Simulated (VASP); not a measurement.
Here is the system:

```xyz
2
Lattice="2.1502 1.2414 3.5104 -2.1502 1.2414 3.5104 0.0000 -2.4828 3.5104" Properties=species:S:1:pos:R:3 pbc="T T T"
Gd     0.0000     0.0000     7.8983
Bi     0.0000     0.0000     2.6330
```

Method: PBEsol GGA, VASP's PBE PAW potentials (set 64) (plane waves; VASP 6.6.1). Settings: 480 eV cut-off, 10×10×10 Γ-centred mesh, first-order Methfessel-Paxton smearing of 0.10 eV, potentials Gd_3 Bi_d.

The 4f electrons are frozen in the core of the lanthanide potential, so 4f levels, which can set the real gap, and their magnetism are missing.

Give the stress tensor in GPa (positive for a compressed cell).

```
6.62  0.00  0.00
0.00  6.62  0.00
0.00  0.00  6.63
```
The pressure is its mean diagonal, 6.63 GPa.

The structure was generated: GdBi was put into the alpha-GeTe type (R3m), which need not be its known phase. This cell was strained or had an atom moved on purpose.
